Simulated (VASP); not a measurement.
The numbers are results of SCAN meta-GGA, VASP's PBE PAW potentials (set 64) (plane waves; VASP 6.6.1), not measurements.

Input for VASP

### KPOINTS
```
K-points
0
Gamma
15 15 8
```

INCAR:
```
ISPIN  =  2   ! spin-polarised
LASPH  =  .TRUE.   ! aspherical one-centre terms
METAGGA  =  SCAN
LORBIT  =  10
ENCUT  =  520   ! plane-wave cut-off (eV)
LWAVE  =  .FALSE.
IBRION  =  2   ! conjugate gradients
ISMEAR  =  1   ! Methfessel-Paxton
NSW  =  60   ! most ionic steps
LCHARG  =  .FALSE.
EDIFFG  =  -0.01
SIGMA  =  0.1
LMIXTAU  =  .TRUE.
PREC  =  Accurate
SYSTEM  =  Co
ALGO  =  Normal
EDIFF  =  1E-6
LMAXMIX  =  4   ! l cut-off of mixed one-centre charges
NELM  =  100   ! most electronic steps
LREAL  =  .FALSE.   ! projection in real space or not
MAGMOM  =  2*1.7
ISIF  =  3   ! ions, shape and volume
```

POSCAR:
```
Co
1.0
  1.2242828528  -2.1205203230   0.0000000000
  1.2242828528   2.1205203230   0.0000000000
  0.0000000000   0.0000000000   4.0003347331
Co
2
Cart
  1.2242828528   0.7068415213   1.0000836833
  1.2242828528  -0.7068415213   3.0002510498
```

POTCAR, in this order: Co (PBE.64 set). Program: vasp_std.

The resulting files:

**OUTCAR**
```
 ion  position               nearest neighbor table
   1  0.333  0.667  0.250-   2 2.45   2 2.45   2 2.45   2 2.45   2 2.45   2 2.45
   2  0.667  0.333  0.750-   1 2.45   1 2.45   1 2.45   1 2.45   1 2.45   1 2.45
  LATTYP: Found a hexagonal cell.
 ALAT       =     2.4485658954
 C/A-ratio  =     1.6337459983
 Subroutine PRICEL returns:
 Original cell was already a primitive cell.
 Subroutine GETGRP returns: Found 24 space group operations
The static configuration has the point symmetry D_3d.
 The point group associated with its full space group is D_6h.
The dynamic configuration has the point symmetry D_3d.
The overall configuration has the point symmetry D_3d.
 Subroutine INISYM returns: Found 24 space group operations
 Subroutine IBZKPT returns following result:
 Found    135 irreducible k-points:

 Following reciprocal coordinates:
            Coordinates               Weight
  0.000000  0.000000  0.000000      1.000000
  0.066667  0.000000  0.000000      6.000000
  0.133333  0.000000  0.000000      6.000000
  0.200000  0.000000  0.000000      6.000000
  0.266667  0.000000  0.000000      6.000000
  0.333333  0.000000  0.000000      6.000000
  0.400000 -0.000000  0.000000      6.000000
  0.466667  0.000000  0.000000      6.000000
  0.066667  0.066667  0.000000      6.000000
  0.133333  0.066667  0.000000     12.000000
  0.200000  0.066667  0.000000     12.000000
  0.266667  0.066667  0.000000     12.000000
  0.333333  0.066667  0.000000     12.000000
  0.400000  0.066667  0.000000     12.000000
  0.466667  0.066667  0.000000      6.000000
  0.133333  0.133333  0.000000      6.000000
  0.200000  0.133333  0.000000     12.000000
  0.266667  0.133333  0.000000     12.000000
  0.333333  0.133333  0.000000     12.000000
  0.400000  0.133333  0.000000     12.000000
  0.200000  0.200000  0.000000      6.000000
...
```

### OSZICAR
```
       N       E                     dE             d eps       ncg     rms          rms(c)
DAV:   1     0.612446517087E+02    0.61245E+02   -0.86279E+03  8260   0.166E+03
DAV:   2    -0.371602917690E+02   -0.98405E+02   -0.91355E+02  8163   0.266E+02
DAV:   3    -0.397172634952E+02   -0.25570E+01   -0.24971E+01  9521   0.608E+01
DAV:   4    -0.397579846224E+02   -0.40721E-01   -0.40711E-01 11866   0.580E+00
DAV:   5    -0.397583440530E+02   -0.35943E-03   -0.35942E-03  9966   0.531E-01    0.189E+01
DAV:   6    -0.352485207519E+02    0.45098E+01   -0.24793E+01  9073   0.105E+02    0.995E+00
DAV:   7    -0.344754875691E+02    0.77303E+00   -0.30568E+00  9864   0.349E+01    0.554E+00
DAV:   8    -0.344654328784E+02    0.10055E-01   -0.87894E-02  9276   0.282E+00    0.190E+00
DAV:   9    -0.344322852647E+02    0.33148E-01   -0.12724E-02 10996   0.159E+00    0.728E-01
DAV:  10    -0.344201563647E+02    0.12129E-01   -0.28112E-02 10249   0.248E+00    0.276E-01
DAV:  11    -0.344178323836E+02    0.23240E-02   -0.79857E-03  9551   0.104E+00    0.123E-01
DAV:  12    -0.344184963382E+02   -0.66395E-03   -0.12370E-03  8548   0.317E-01    0.756E-02
DAV:  13    -0.344191563657E+02   -0.66003E-03   -0.47255E-04  9285   0.247E-01    0.230E-02
DAV:  14    -0.344188977072E+02    0.25866E-03   -0.61179E-04  8415   0.214E-01    0.126E-02
DAV:  15    -0.344188608391E+02    0.36868E-04   -0.82988E-05  8793   0.830E-02    0.378E-03
DAV:  16    -0.344188361474E+02    0.24692E-04   -0.21567E-05  7774   0.407E-02    0.183E-03
DAV:  17    -0.344188256932E+02    0.10454E-04   -0.89579E-07  6403   0.104E-02    0.896E-04
DAV:  18    -0.344188392017E+02   -0.13509E-04   -0.15612E-07  4603   0.545E-03    0.334E-04
DAV:  19    -0.344188318593E+02    0.73424E-05   -0.45110E-08  4309   0.267E-03    0.247E-04
DAV:  20    -0.344188318486E+02    0.10655E-07   -0.11407E-08  4274   0.124E-03
   1 F= -.34418832E+02 E0= -.34418751E+02  d E =-.344188E+02  mag=     3.3682
       N       E                     dE             d eps       ncg     rms          rms(c)
DAV:   1    -0.344198449149E+02   -0.10131E-02   -0.30119E-02  9108   0.173E+00    0.215E-01
DAV:   2    -0.344194615586E+02    0.38336E-03   -0.17879E-03  9794   0.844E-01    0.129E-01
DAV:   3    -0.344191679343E+02    0.29362E-03   -0.56819E-04  9289   0.334E-01    0.875E-02
DAV:   4    -0.344192094475E+02   -0.41513E-04   -0.15347E-04  8406   0.132E-01    0.222E-02
DAV:   5    -0.344191658146E+02    0.43633E-04   -0.62679E-05  9467   0.984E-02    0.699E-03
DAV:   6    -0.344191801359E+02   -0.14321E-04   -0.26914E-05  7899   0.490E-02    0.395E-03
DAV:   7    -0.344191694737E+02    0.10662E-04   -0.12677E-05  6502   0.326E-02    0.224E-03
DAV:   8    -0.344191706362E+02   -0.11625E-05   -0.24427E-06  6173   0.151E-02    0.113E-03
DAV:   9    -0.344191740933E+02   -0.34571E-05   -0.57461E-07  5205   0.708E-03    0.549E-04
DAV:  10    -0.344191726589E+02    0.14343E-05   -0.27156E-07  4827   0.491E-03    0.372E-04
DAV:  11    -0.344191741432E+02   -0.14842E-05   -0.38301E-08  4127   0.225E-03    0.112E-04
DAV:  12    -0.344191740955E+02    0.47683E-07   -0.64218E-09  4155   0.963E-04
   2 F= -.34419174E+02 E0= -.34419140E+02  d E =-.342247E-03  mag=     3.3691
       N       E                     dE             d eps       ncg     rms          rms(c)
DAV:   1    -0.344191801587E+02   -0.60155E-05   -0.83118E-05  9066   0.905E-02    0.113E-02
DAV:   2    -0.344191611061E+02    0.19053E-04   -0.48954E-06  9227   0.441E-02    0.679E-03
DAV:   3    -0.344191692091E+02   -0.81030E-05   -0.15038E-06  6169   0.176E-02    0.473E-03
DAV:   4    -0.344191649118E+02    0.42972E-05   -0.42384E-07  4904   0.704E-03    0.117E-03
DAV:   5    -0.344191662931E+02   -0.13813E-05   -0.14753E-07  4141   0.532E-03    0.382E-04
DAV:   6    -0.344191663493E+02   -0.56180E-07   -0.26643E-08  4134   0.210E-03
   3 F= -.34419166E+02 E0= -.34419130E+02  d E =-.334501E-03  mag=     3.3691
       N       E                     dE             d eps       ncg     rms          rms(c)
DAV:   1    -0.344191982007E+02   -0.31908E-04   -0.88548E-04  9073   0.295E-01    0.369E-02
DAV:   2    -0.344191208412E+02    0.77360E-04   -0.52055E-05  9815   0.144E-01    0.222E-02
DAV:   3    -0.344191452463E+02   -0.24405E-04   -0.16777E-05  9250   0.575E-02    0.151E-02
DAV:   4    -0.344191303152E+02    0.14931E-04   -0.44181E-06  7103   0.225E-02    0.380E-03
DAV:   5    -0.344191348329E+02   -0.45177E-05   -0.19583E-06  6313   0.184E-02    0.115E-03
DAV:   6    -0.344191335218E+02    0.13110E-05   -0.79211E-07  5262   0.945E-03    0.767E-04
DAV:   7    -0.344191340114E+02   -0.48956E-06   -0.23293E-07  4428   0.499E-03
   4 F= -.34419134E+02 E0= -.34419091E+02  d E =-.302163E-03  mag=     3.3690
```

File OUTCAR:
```
------------------------ aborting loop because EDIFF is reached ----------------------------------------
  FORCE on cell =-STRESS in cart. coord.  units (eV):
  Direction    XX          YY          ZZ          XY          YZ          ZX
  --------------------------------------------------------------------------------------
  Total       -0.0139435     -0.0139435     -0.0072922      0.0000000      0.0000000      0.0000000
  in kB       -1.0747625     -1.0747627     -0.5620785      0.0000000      0.0000000      0.0000000
  external PRESSURE =      -0.9038679 kB  Pullay stress =       0.0000000 kB
  volume of cell :       20.79
      direct lattice vectors                 reciprocal lattice vectors
     1.223535023 -2.119225043 -0.000000000     0.408651972 -0.235935302  0.000000000
     1.223535023  2.119225043 -0.000000000     0.408651972  0.235935302  0.000000000
    -0.000000000  0.000000000  4.008168033     0.000000000  0.000000000  0.249490538
 POSITION                                       TOTAL-FORCE (eV/Angst)
 -----------------------------------------------------------------------------------
      1.22354      0.70641      1.00204         0.000000     -0.000000      0.000000
      1.22354     -0.70641      3.00613        -0.000000      0.000000      0.000000
 -----------------------------------------------------------------------------------
    total drift:                                0.000000     -0.000009     -0.000029
  FREE ENERGIE OF THE ION-ELECTRON SYSTEM (eV)
  ---------------------------------------------------
  free  energy   TOTEN  =       -34.4191340114 eV

  energy  without entropy=      -34.4190035239  energy(sigma->0) =      -34.41909052

 total charge

# of ion       s       p       d       tot
------------------------------------------
    1        0.529   0.594   7.260   8.383
    2        0.529   0.594   7.260   8.383
--------------------------------------------------
tot          1.058   1.187  14.520  16.766

 magnetization (x)

# of ion       s       p       d       tot
------------------------------------------
    1       -0.013  -0.082   1.834   1.739
    2       -0.013  -0.082   1.834   1.739
--------------------------------------------------
tot         -0.026  -0.163   3.668   3.479

 reached required accuracy - stopping structural energy minimisation
```
(Selected blocks of OUTCAR.)

CONTCAR:
```
Co
   1.00000000000000
     1.2235350225736519   -2.1192250426510024   -0.0000000000000000
     1.2235350225736519    2.1192250426510024   -0.0000000000000000
    -0.0000000000000000    0.0000000000000000    4.0081680332847824
  Co
     2
Direct
     0.3333330000000032    0.6666669999999968    0.2500000000000000
     0.6666669999999968    0.3333330000000032    0.7500000000000000
```

File OUTCAR:
```
 val. band max:       10.8363185435   @ k =   0.1333   0.0000   0.1250

 cond. band min:      10.8510047327   @ k =   0.1333   0.0667   0.1250


 Fermi energy:        10.8493550831

 spin component 1

 k-point     1 :       0.0000    0.0000    0.0000
  band No.  band energies     occupation
      1       1.1545      1.00000
      2       4.9087      1.00000
      3       7.4793      1.00000
      4       7.5468      1.00000
      5       7.5468      1.00000
      6       7.8612      1.00000
      7       7.8613      1.00000
      8       8.2218      1.00000
      9       8.2218      1.00000
     10       9.3356      1.00000
     11       9.3357      1.00000
     12      10.3662      1.00000
     13      17.2226      0.00000
     14      33.9768      0.00000
     15      37.0755      0.00000

 k-point     2 :       0.0667    0.0000    0.0000
  band No.  band energies     occupation
      1       1.3226      1.00000
      2       5.0094      1.00000
      3       7.3379      1.00000
      4       7.6253      1.00000
      5       7.6671      1.00000
      6       7.8240      1.00000
      7       7.9313      1.00000
      8       8.1312      1.00000
      9       8.1735      1.00000
     10       8.7480      1.00000
     11       9.3553      1.00000
     12      11.1545     -0.00007
     13      17.2524      0.00000
     14      32.8047      0.00000
     15      34.9369      0.00000

 k-point     3 :       0.1333    0.0000    0.0000
  band No.  band energies     occupation
      1       1.8148      1.00000
      2       5.2776      1.00000
      3       7.1241      1.00000
      4       7.6555      1.00000
      5       7.6829      1.00000
      6       7.8519      1.00000
      7       7.8967      1.00000
      8       8.0466      1.00000
      9       8.1325      1.00000
     10       8.2748      1.00000
     11       9.4019      1.00000
     12      12.4391     -0.00000
     13      17.3516      0.00000
...
```

The compound is Co in the hcp structure. This run relaxes it. Symmetry was kept, so distortions that lower it aren't found. The start is the result of an earlier pass.
